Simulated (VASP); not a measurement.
# Nd3Hf (Pm-3m) in VASP: runs at scaled volumes, part 2 of 2

VASP 6.6.1. Earlier steps stand in the parts before.

## Step 3: Equation of state, PBE, collinear spin, ferromagnetic start, 30.01 Å³/atom (volume scaled by 0.96)

Input file INCAR:

```
PREC     = Accurate       # precision mode
ENCUT    = 520            # plane-wave cutoff, eV
EDIFF    = 1E-7           # SCF threshold, eV
ISMEAR   = -1             # smearing method
SIGMA    = 0.05           # smearing width, eV
LREAL    = False          # projectors in reciprocal space
LASPH    = True           # aspherical terms in the spheres
NELM     = 100            # most SCF steps
ALGO     = Normal         # electronic algorithm
ISIF     = 2              # what is computed and relaxed
LWAVE    = False          # write WAVECAR
LCHARG   = False          # write CHGCAR
ISPIN    = 2              # spin polarisation
MAGMOM   = 0 3 3 3        # initial moments
LORBIT   = 11             # projections on sites
LMAXMIX  = 6              # l up to which the mixer works
GGA      = PE             # functional
NBANDS   = 38             # bands
```

Input file KPOINTS:

```
Automatic mesh
0
Gamma
  6 6 6
```

Input file POSCAR:

```
Nd3Hf
1.0
    4.9329459991      0.0000000000      0.0000000000
    0.0000000000      4.9329459991      0.0000000000
    0.0000000000      0.0000000000      4.9329459991
Hf Nd
1 3
Direct
    0.0000000000      0.0000000000      0.0000000000
    0.5000000000      0.5000000000      0.0000000000
    0.5000000000      0.0000000000      0.5000000000
    0.0000000000      0.5000000000      0.5000000000
```

Potentials or basis: VASP PAW PBE potentials, release 64 (Hf_pv, Nd).

Launch:

```
$ cat potpaw_PBE.64/Hf_pv/POTCAR potpaw_PBE.64/Nd/POTCAR > POTCAR
$ mpirun -np 1 vasp_std > vasp.out
```

OUTCAR:

```text
PREC = Accurate
   ENCUT = 520
   EDIFF = 1E-7
   ISMEAR = -1
   LREAL = False
   LASPH = True
   NELM = 100
   ISIF = 2
   ISPIN = 2
   LORBIT = 11
   GGA = PE

 Found     20 irreducible k-points:

 Following reciprocal coordinates:
            Coordinates               Weight
  0.000000  0.000000  0.000000      1.000000
  0.166667  0.000000  0.000000      6.000000
  0.333333  0.000000  0.000000      6.000000
  0.500000  0.000000  0.000000      3.000000
  0.166667  0.166667  0.000000     12.000000
  0.333333  0.166667  0.000000     24.000000
   k-points           NKPTS =     20   k-points in BZ     NKDIM =     20   number of bands    NBANDS=     38
   number of dos      NEDOS =    301   number of ions     NIONS =      4
   total plane-waves  NPLWV =  64000
   dimension x,y,z NGX =    40 NGY =   40 NGZ =   40
   dimension x,y,z NGXF=    80 NGYF=   80 NGZF=   80
   ions per type =               1   3
   NGX,Y,Z   is equivalent  to a cutoff of  13.48, 13.48, 13.48 a.u.
   NGXF,Y,Z  is equivalent  to a cutoff of  26.96, 26.96, 26.96 a.u.
[... 572 lines left out ...]
  --------------------------------------------------------------------------------------
  -------------------------------------------------------------------------------------
  Total       -0.4239541     -0.4239541     -0.4239541     -0.0000000     -0.0000000     -0.0000000
  in kB       -5.6586180     -5.6586180     -5.6586180     -0.0000000     -0.0000000     -0.0000000
  external PRESSURE =      -5.6586180 kB  Pullay stress =       0.0000000 kB

 VOLUME and BASIS-vectors are now :
 -----------------------------------------------------------------------------
  energy-cutoff  :      520.00
  volume of cell :      120.04
      direct lattice vectors                 reciprocal lattice vectors
     4.932945999  0.000000000  0.000000000     0.202718619  0.000000000  0.000000000
     0.000000000  4.932945999  0.000000000     0.000000000  0.202718619  0.000000000
     0.000000000  0.000000000  4.932945999     0.000000000  0.000000000  0.202718619

 POSITION                                       TOTAL-FORCE (eV/Angst)
 -----------------------------------------------------------------------------------
      0.00000      0.00000      0.00000         0.000000      0.000000      0.000000
      2.46647      2.46647      0.00000         0.000000      0.000000      0.000000
      2.46647      0.00000      2.46647         0.000000      0.000000      0.000000
      0.00000      2.46647      2.46647         0.000000      0.000000      0.000000
 -----------------------------------------------------------------------------------
    total drift:                                0.000000     -0.000000     -0.000000

  FREE ENERGIE OF THE ION-ELECTRON SYSTEM (eV)
  ---------------------------------------------------
  free  energy   TOTEN  =       -28.4091781965 eV

  energy  without entropy=      -28.1985284549  energy(sigma->0) =      -28.30385333

 total charge

# of ion       s       p       d       f       tot
--------------------------------------------------
    1        0.422   6.206   1.425   0.000   8.053
    2        2.025   5.345   0.619   3.235  11.224
    3        2.025   5.345   0.619   3.235  11.224
    4        2.025   5.345   0.619   3.235  11.224
--------------------------------------------------
tot          6.496  22.243   3.281   9.704  41.725

 magnetization (x)

# of ion       s       p       d       f       tot
--------------------------------------------------
    1       -0.003   0.078   0.187   0.000   0.262
    2       -0.006  -0.091   0.153   3.183   3.238
    3       -0.006  -0.091   0.153   3.183   3.238
    4       -0.006  -0.091   0.153   3.183   3.238
--------------------------------------------------
tot         -0.023  -0.196   0.645   9.549   9.976
```

It took 7.2 min on 1 thread of Intel Xeon 6975P-C (Granite Rapids), shared host; peak memory 0.4 GiB.

What came out:

| Item | Value |
| --- | --- |
| Free energy | -28.4092 eV |
| Pressure | -0.6 GPa |
| Band gap on the k mesh | none (metal or under the smearing width) |
| Net moment | 11.94 μB per cell |
| Site moments | Hf +0.26; Nd +3.24 μB |
| Valence electrons inside the program's atomic spheres | Hf 8.05; Nd 11.22 |

Caveat: the magnetic or orbital state may not be the lowest; without U or exact exchange the open f shell lies at the Fermi level, which spoils levels, moments and volumes.

## Step 4: Equation of state, PBE, collinear spin, ferromagnetic start, 30.63 Å³/atom (volume scaled by 0.98)

Input file INCAR:

```
  PREC = Accurate
  ENCUT = 520
  EDIFF = 1E-7
  ISMEAR = -1
  SIGMA = 0.05
  LREAL = F
  LASPH = T
  NELM = 150
  ALGO = Normal
  ISIF = 2
  LWAVE = F
  LCHARG = F
  ISPIN = 2
  MAGMOM = 0 3 3 3
  LORBIT = 11
  LMAXMIX = 6
  GGA = PE
  NBANDS = 38
```

KPOINTS is that of step 3.

Input file POSCAR:

```
Nd3Hf
1.0
    4.9669673915      0.0000000000      0.0000000000
    0.0000000000      4.9669673915      0.0000000000
    0.0000000000      0.0000000000      4.9669673915
Hf Nd
1 3
Direct
    0.0000000000      0.0000000000      0.0000000000
    0.5000000000      0.5000000000      0.0000000000
    0.5000000000      0.0000000000      0.5000000000
    0.0000000000      0.5000000000      0.5000000000
```

Launch:

```
$ cat potpaw_PBE.64/Hf_pv/POTCAR potpaw_PBE.64/Nd/POTCAR > POTCAR
$ mpirun -np 1 vasp_std > vasp.out
```

It took 11 min on 1 thread of Intel Xeon 6975P-C (Granite Rapids), shared host; peak memory 0.39 GiB.

The run converged. Its results:

```
Free energy                                           : -28.7305 eV
Pressure                                              : -1.3 GPa
Band gap on the k mesh                                : none (metal or under the smearing width)
Net moment                                            : 11.89 μB per cell
Site moments                                          : Hf +0.27; Nd +3.23 μB
Valence electrons inside the program's atomic spheres : Hf 8.04; Nd 11.21
```

Caveat: the magnetic or orbital state may not be the lowest; without U or exact exchange the open f shell lies at the Fermi level, which spoils levels, moments and volumes.
